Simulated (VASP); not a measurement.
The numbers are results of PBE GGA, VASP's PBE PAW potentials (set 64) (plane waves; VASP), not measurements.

VASP input:

### KPOINTS
```
Automatic mesh
0
Gamma
1 1 1
0 0 0
```

**POSCAR**
```
C31NSi32
1.0
  8.7583314355   0.0000000000   0.0000000000
  0.0000000000   8.7583314355   0.0000000000
  0.0000000000   0.0000000000   8.7583314355
Si C N
32 31 1
Cartesian
  4.3791657178   0.0000000000   0.0000000000
  6.5687485766   2.1895828589   0.0000000000
  6.5687485766   0.0000000000   2.1895828589
  0.0000000000   0.0000000000   0.0000000000
  2.1895828589   2.1895828589   0.0000000000
  4.3791657178   4.3791657178   0.0000000000
  6.5687485766   6.5687485766   0.0000000000
  2.1895828589   0.0000000000   2.1895828589
  4.3297950034   2.2292055503   2.1749389287
  6.5634673028   4.4201897422   2.2038764558
  4.3791657178   0.0000000000   4.3791657178
  6.5714461427   2.1639647394   4.3318006613
  6.5687485766   0.0000000000   6.5687485766
  0.0000000000   4.3791657178   0.0000000000
  2.1895828589   6.5687485766   0.0000000000
  0.0000000000   2.1895828589   2.1895828589
  2.1895828589   4.3791657178   2.1895828589
  4.3791657178   6.5687485766   2.1895828589
  0.0000000000   0.0000000000   4.3791657178
  2.1895828589   2.1895828589   4.3791657178
  4.3374935768   4.3879590825   4.4019636545
  6.5687485766   6.5687485766   4.3791657178
  2.1895828589   0.0000000000   6.5687485766
  4.3791657178   2.1895828589   6.5687485766
  6.5687485766   4.3791657178   6.5687485766
  0.0000000000   6.5687485766   2.1895828589
  0.0000000000   4.3791657178   4.3791657178
  2.1895828589   6.5687485766   4.3791657178
  0.0000000000   2.1895828589   6.5687485766
  2.1895828589   4.3791657178   6.5687485766
  4.3791657178   6.5687485766   6.5687485766
  0.0000000000   6.5687485766   6.5687485766
  5.4570448092   1.0505968890   1.0833705652
  7.6180317159   3.3166487397   1.1040227108
  7.6485019510   1.0704082347   3.2352750823
  1.0947914294   1.0947914294   1.0947914294
  3.3053154588   3.3299176118   1.1050299189
  5.4536290599   5.4784414129   1.1413069277
  7.6635400061   7.6635400061   1.0947914294
  3.2647819009   1.0585144206   3.3320984363
  7.6374051451   5.4916664934   3.2772625232
  5.5062841485   1.1086471098   5.5238883947
  7.6826857186   3.2639235844   5.5010729413
  7.6635400061   1.0947914294   7.6635400061
  1.0947914294   5.4739571472   1.0947914294
  3.2843742883   7.6635400061   1.0947914294
  1.0947914294   3.2843742883   3.2843742883
  3.3222190384   5.4941976511   3.2516969537
  5.4739571472   7.6635400061   3.2843742883
  1.0947914294   1.0947914294   5.4739571472
  3.2523625869   3.2753619653   5.4892929855
  5.4285539570   5.4697181148   5.4352015306
  7.6635400061   7.6635400061   5.4739571472
  3.2843742883   1.0947914294   7.6635400061
  5.4739571472   3.2843742883   7.6635400061
  7.6635400061   5.4739571472   7.6635400061
  1.0947914294   7.6635400061   3.2843742883
  1.0947914294   5.4739571472   5.4739571472
  3.2843742883   7.6635400061   5.4739571472
  1.0947914294   3.2843742883   7.6635400061
  3.2843742883   5.4739571472   7.6635400061
  5.4739571472   7.6635400061   7.6635400061
  1.0947914294   7.6635400061   7.6635400061
  5.5168466962   3.2743810321   3.2812037723
```

INCAR:
```
SYSTEM = C31NSi32
PREC = Normal; ENCUT = 400; LREAL = Auto
LASPH = T; ISYM = 0; NELECT = 258.0
EDIFF = 1E-5; NELM = 100; NELMIN = 4
ALGO = Fast
ISMEAR = 0; SIGMA = 0.05
GGA = PE
IBRION = 2; NSW = 60; ISIF = 2
EDIFFG = -0.03
LWAVE = T; LCHARG = F
```

POTCAR, in this order: Si C N (PBE.64 set). Program: vasp_gam.

What VASP printed:

### OSZICAR
```
...
RMM:  14    -0.468507382023E+03   -0.69427E-03   -0.75353E-03   324   0.162E-01    0.101E-01
RMM:  15    -0.468507077031E+03    0.30499E-03   -0.99340E-04   324   0.690E-02    0.225E-02
RMM:  16    -0.468507091301E+03   -0.14270E-04   -0.16316E-04   330   0.250E-02    0.857E-03
RMM:  17    -0.468507096404E+03   -0.51027E-05   -0.32073E-05   218   0.111E-02
   1 F= -.46850710E+03 E0= -.46848228E+03  d E =-.468507E+03
       N       E                     dE             d eps       ncg     rms          rms(c)
DAV:   1    -0.468931299320E+03   -0.42421E+00   -0.14269E+02   352   0.313E+01    0.394E+00
RMM:   2    -0.469004893063E+03   -0.73594E-01   -0.37544E+00   324   0.474E+00    0.167E+00
RMM:   3    -0.468960051645E+03    0.44841E-01   -0.64468E-01   325   0.183E+00    0.925E-01
RMM:   4    -0.468958842937E+03    0.12087E-02   -0.15014E-01   330   0.801E-01    0.413E-01
RMM:   5    -0.468959942940E+03   -0.11000E-02   -0.21510E-02   336   0.346E-01    0.172E-01
RMM:   6    -0.468960343246E+03   -0.40031E-03   -0.48585E-03   334   0.158E-01    0.589E-02
RMM:   7    -0.468960406575E+03   -0.63329E-04   -0.10235E-03   340   0.706E-02    0.312E-02
RMM:   8    -0.468960421978E+03   -0.15402E-04   -0.21125E-04   332   0.342E-02    0.115E-02
RMM:   9    -0.468960424244E+03   -0.22662E-05   -0.65888E-05   300   0.182E-02
   2 F= -.46896042E+03 E0= -.46896042E+03  d E =-.453328E+00
       N       E                     dE             d eps       ncg     rms          rms(c)
DAV:   1    -0.469154730238E+03   -0.19431E+00   -0.17214E+01   352   0.108E+01    0.122E+00
RMM:   2    -0.469160686300E+03   -0.59561E-02   -0.44044E-01   325   0.158E+00    0.581E-01
RMM:   3    -0.469155226506E+03    0.54598E-02   -0.79394E-02   326   0.621E-01    0.294E-01
RMM:   4    -0.469155286291E+03   -0.59785E-04   -0.17406E-02   330   0.274E-01    0.126E-01
RMM:   5    -0.469155381501E+03   -0.95211E-04   -0.24124E-03   331   0.118E-01    0.469E-02
RMM:   6    -0.469155437495E+03   -0.55994E-04   -0.65669E-04   342   0.551E-02    0.179E-02
RMM:   7    -0.469155443862E+03   -0.63668E-05   -0.10535E-04   328   0.235E-02    0.805E-03
RMM:   8    -0.469155445403E+03   -0.15410E-05   -0.22805E-05   202   0.113E-02
   3 F= -.46915545E+03 E0= -.46915481E+03  d E =-.648349E+00
       N       E                     dE             d eps       ncg     rms          rms(c)
DAV:   1    -0.469191549374E+03   -0.36106E-01   -0.10720E+01   352   0.873E+00    0.105E+00
RMM:   2    -0.469212270951E+03   -0.20722E-01   -0.42316E-01   324   0.160E+00    0.546E-01
RMM:   3    -0.469210262517E+03    0.20084E-02   -0.67900E-02   328   0.601E-01    0.316E-01
RMM:   4    -0.469209708971E+03    0.55355E-03   -0.16713E-02   324   0.272E-01    0.114E-01
RMM:   5    -0.469209953052E+03   -0.24408E-03   -0.29069E-03   339   0.123E-01    0.628E-02
RMM:   6    -0.469209967967E+03   -0.14915E-04   -0.67182E-04   329   0.577E-02    0.194E-02
RMM:   7    -0.469209968497E+03   -0.52948E-06   -0.15021E-04   330   0.279E-02    0.111E-02
RMM:   8    -0.469209971068E+03   -0.25716E-05   -0.34148E-05   227   0.135E-02
   4 F= -.46920997E+03 E0= -.46920997E+03  d E =-.545257E-01
       N       E                     dE             d eps       ncg     rms          rms(c)
DAV:   1    -0.469233474232E+03   -0.23506E-01   -0.13575E+00   344   0.311E+00    0.369E-01
RMM:   2    -0.469235844443E+03   -0.23702E-02   -0.52208E-02   324   0.560E-01    0.195E-01
RMM:   3    -0.469235564020E+03    0.28042E-03   -0.86345E-03   327   0.212E-01    0.110E-01
RMM:   4    -0.469235516762E+03    0.47257E-04   -0.20486E-03   324   0.961E-02    0.409E-02
RMM:   5    -0.469235546870E+03   -0.30108E-04   -0.37127E-04   339   0.438E-02    0.211E-02
RMM:   6    -0.469235548528E+03   -0.16578E-05   -0.77980E-05   318   0.203E-02
   5 F= -.46923555E+03 E0= -.46923555E+03  d E =-.801031E-01
       N       E                     dE             d eps       ncg     rms          rms(c)
DAV:   1    -0.469250562769E+03   -0.15016E-01   -0.14311E+00   336   0.315E+00    0.369E-01
RMM:   2    -0.469253326226E+03   -0.27635E-02   -0.47284E-02   324   0.539E-01    0.188E-01
RMM:   3    -0.469253184549E+03    0.14168E-03   -0.66954E-03   325   0.203E-01    0.105E-01
RMM:   4    -0.469253132076E+03    0.52473E-04   -0.17374E-03   325   0.922E-02    0.322E-02
RMM:   5    -0.469253150887E+03   -0.18811E-04   -0.27803E-04   338   0.386E-02    0.196E-02
RMM:   6    -0.469253154815E+03   -0.39280E-05   -0.65067E-05   306   0.183E-02
   6 F= -.46925315E+03 E0= -.46925315E+03  d E =-.176063E-01
       N       E                     dE             d eps       ncg     rms          rms(c)
DAV:   1    -0.469253290335E+03   -0.13945E-03   -0.10871E-02   400   0.275E-01    0.320E-02
RMM:   2    -0.469253311149E+03   -0.20815E-04   -0.36912E-04   324   0.475E-02    0.164E-02
RMM:   3    -0.469253309148E+03    0.20015E-05   -0.47651E-05   275   0.174E-02    0.933E-03
RMM:   4    -0.469253308273E+03    0.87528E-06   -0.12591E-05   193   0.788E-03
   7 F= -.46925331E+03 E0= -.46925331E+03  d E =-.177597E-01
       N       E                     dE             d eps       ncg     rms          rms(c)
DAV:   1    -0.469257781600E+03   -0.44725E-02   -0.51992E-01   324   0.192E+00    0.183E-01
RMM:   2    -0.469257838546E+03   -0.56947E-04   -0.78895E-03   324   0.217E-01    0.797E-02
RMM:   3    -0.469257755508E+03    0.83038E-04   -0.16695E-03   326   0.891E-02    0.371E-02
RMM:   4    -0.469257773194E+03   -0.17686E-04   -0.38569E-04   339   0.384E-02    0.181E-02
RMM:   5    -0.469257775911E+03   -0.27170E-05   -0.45430E-05   259   0.159E-02
   8 F= -.46925778E+03 E0= -.46925777E+03  d E =-.446764E-02
       N       E                     dE             d eps       ncg     rms          rms(c)
DAV:   1    -0.469257967945E+03   -0.19475E-03   -0.30955E-02   384   0.469E-01    0.446E-02
RMM:   2    -0.469257974483E+03   -0.65374E-05   -0.49146E-04   324   0.543E-02    0.196E-02
RMM:   3    -0.469257971079E+03    0.34035E-05   -0.10583E-04   326   0.224E-02    0.957E-03
RMM:   4    -0.469257972017E+03   -0.93748E-06   -0.22463E-05   207   0.973E-03
   9 F= -.46925797E+03 E0= -.46925797E+03  d E =-.466374E-02
       N       E                     dE             d eps       ncg     rms          rms(c)
DAV:   1    -0.469259785111E+03   -0.18140E-02   -0.26352E-01   324   0.138E+00    0.123E-01
RMM:   2    -0.469259913383E+03   -0.12827E-03   -0.42763E-03   324   0.162E-01    0.602E-02
RMM:   3    -0.469259895595E+03    0.17788E-04   -0.10121E-03   334   0.654E-02    0.320E-02
RMM:   4    -0.469259901434E+03   -0.58393E-05   -0.19957E-04   340   0.282E-02    0.143E-02
RMM:   5    -0.469259903609E+03   -0.21746E-05   -0.25570E-05   211   0.118E-02
  10 F= -.46925990E+03 E0= -.46925990E+03  d E =-.193159E-02
       N       E                     dE             d eps       ncg     rms          rms(c)
DAV:   1    -0.469259925606E+03   -0.24172E-04   -0.31441E-03   392   0.150E-01    0.136E-02
RMM:   2    -0.469259928038E+03   -0.24324E-05   -0.57332E-05   291   0.189E-02    0.681E-03
RMM:   3    -0.469259928022E+03    0.16749E-07   -0.12220E-05   189   0.763E-03    0.371E-03
RMM:   4    -0.469259928200E+03   -0.17862E-06   -0.31042E-06   184   0.339E-03
  11 F= -.46925993E+03 E0= -.46925993E+03  d E =-.195618E-02
       N       E                     dE             d eps       ncg     rms          rms(c)
DAV:   1    -0.469260568397E+03   -0.64038E-03   -0.11193E-01   324   0.901E-01    0.818E-02
RMM:   2    -0.469260595659E+03   -0.27262E-04   -0.17733E-03   324   0.102E-01    0.378E-02
RMM:   3    -0.469260586680E+03    0.89792E-05   -0.42946E-04   328   0.433E-02    0.188E-02
RMM:   4    -0.469260593186E+03   -0.65062E-05   -0.97262E-05   324   0.188E-02
  12 F= -.46926059E+03 E0= -.46926059E+03  d E =-.664986E-03
```

OUTCAR:
```
------------------------ aborting loop because EDIFF is reached ----------------------------------------
  FORCE on cell =-STRESS in cart. coord.  units (eV):
  Direction    XX          YY          ZZ          XY          YZ          ZX
  --------------------------------------------------------------------------------------
  Total        2.3872636      2.3999659      2.4096864      0.0099589      0.0085510      0.0186031
  in kB        5.6930740      5.7233660      5.7465471      0.0237497      0.0203922      0.0443640
  external PRESSURE =       5.7209957 kB  Pullay stress =       0.0000000 kB
  volume of cell :      671.84
      direct lattice vectors                 reciprocal lattice vectors
     8.758331436  0.000000000  0.000000000     0.114176999  0.000000000  0.000000000
     0.000000000  8.758331436  0.000000000     0.000000000  0.114176999  0.000000000
     0.000000000  0.000000000  8.758331436     0.000000000  0.000000000  0.114176999
  FREE ENERGIE OF THE ION-ELECTRON SYSTEM (eV)
  ---------------------------------------------------
  free  energy   TOTEN  =      -469.2605931862 eV

  energy  without entropy=     -469.2605917354  energy(sigma->0) =     -469.26059246

 reached required accuracy - stopping structural energy minimisation
```
(Selected blocks of OUTCAR.)

CONTCAR:
```
C31NSi32
   1.00000000000000
     8.7583314355000006    0.0000000000000000    0.0000000000000000
     0.0000000000000000    8.7583314355000006    0.0000000000000000
     0.0000000000000000    0.0000000000000000    8.7583314355000006
  Si              C               N
    32    31     1
Direct
     0.4984043890687357    0.0013612376328592    0.0012828682792143
     0.7507227645835355    0.2490646027975776    0.0007078918961143
     0.7509192953311949    0.0007332050957148    0.2488649276818590
     0.9988979724578434    0.0011730659299955    0.0010831485032190
     0.2511299427032253    0.2488399292619598    0.0013541205973545
     0.4986096347367960    0.5013138373776160    0.0008739200781996
     0.7511246568898469    0.7487900377273371    0.0012412058222262
     0.2510492584874394    0.0015223717945167    0.2488378216312818
     0.4962726218601964    0.2465536782779336    0.2465557160580462
     0.7531341288767297    0.5036146152516129    0.2466119693900697
     0.4986154727230713    0.0009121149963004    0.5012550894234330
     0.7533148922429547    0.2464864823243543    0.5036306249243012
     0.7510514642236866    0.0013703960465197    0.7488439193021661
     0.9982349348271544    0.5013533986187881    0.0013347872421106
     0.2506194430843680    0.7491217897586928    0.0010685968192503
     0.9990421495017823    0.2490074962099121    0.2489541482321923
     0.2503219242568757    0.5011753613976127    0.2488497994064656
     0.4985221408404940    0.7495613796815921    0.2490574753463346
     0.9983090589947650    0.0012547497566555    0.5013226458932635
     0.2502195374918251    0.2490054579114218    0.5011783811089674
     0.4961410956029574    0.5035003780362298    0.5035519326374752
     0.7507464457758530    0.7494683700505602    0.5011944945764975
     0.2507462888005556    0.0010328386585661    0.7490528881744445
     0.4986219490925524    0.2490412044979784    0.7494035625850007
     0.7508925126559397    0.5010322917532032    0.7492781719616125
     0.9983610330086763    0.7487557643900850    0.2487156895116097
     0.9991781112339858    0.5012744243358263    0.5011319757815602
     0.2511200995160778    0.7487926304444689    0.5014397167195432
     0.9984029998408984    0.2486781217618350    0.7487732107787933
     0.2510524188361948    0.5013453905323545    0.7488955905117641
     0.4984711097511593    0.7486025672611060    0.7487575582852074
     0.9987524781987995    0.7491184881125946    0.7490614532882740
     0.6252380850809850    0.1261630910845376    0.1261018081145277
     0.8734965469990641    0.3745707663445692    0.1261980920317145
     0.8736486928860573    0.1261609169763450    0.3745395688281078
     0.1248033729390175    0.1253685936582617    0.1251942829296828
     0.3758947650143436    0.3756020250233623    0.1261826342063463
     0.6242523338346011    0.6241715941398580    0.1262347100063425
     0.8746815164462928    0.8750991328623852    0.1250876385185498
     0.3757726065038158    0.1262828765221300    0.3756915330830490
     0.8735707363862244    0.6240094457327378    0.3756215740835051
     0.6242944840635866    0.1262698954306455    0.6240769470367468
     0.8737955809542710    0.3755382729468760    0.6238912305608941
     0.8745895467443626    0.1252879507503755    0.8751950657849822
     0.1245290973391339    0.6249120359153034    0.1251397015891784
     0.3747365468813121    0.8751802960657005    0.1252486839111338
     0.1246733343215689    0.3751683869675593    0.3750252538210141
     0.3757010605907777    0.6239706276643850    0.3745534947197982
     0.6246653807609210    0.8752292622585299    0.3750739253703386
     0.1245973071313596    0.1250853553418140    0.6249515912142416
     0.3756833980840826    0.3745235898104812    0.6239640604040928
     0.6252165238570361    0.6237652274963876    0.6238692405530093
     0.8745411431785313    0.8750521088609913    0.6249830445189685
     0.3748435784513489    0.1252376462386191    0.8749851935097260
     0.6246656756560163    0.3752125534664812    0.8750868306776809
     0.8745663040285895    0.6248267581233745    0.8748881110502101
     0.1247775668411563    0.8750173195798061    0.3750618597255548
     0.1248349618675043    0.6249575893306190    0.6250065297306062
     0.3749639229650376    0.8750472352347919    0.6249568469360466
     0.1246013370961929    0.3749933042694300    0.8751032970661501
     0.3748464745568166    0.6249479078941803    0.8751892121452481
     0.6247380108246943    0.8750400865971150    0.8750341992056085
     0.1247134126149796    0.8751324372854943    0.8750285831763941
     0.6246354696041511    0.3749560324430700    0.3751159530426929
```

At this cut-off the stress carries a Pulay error, which pulls relaxed volumes low. The cell is charged, with a uniform compensating background. The supercell is sampled at Γ alone, which is coarse: total energies, pressure and levels can be off, energies of defects by several tenths of an eV.

The cell is a supercell with a defect, built from SiC (zinc blende): N_C, charge -1. The run is not spin-polarised, so no state with unpaired spins was tried.
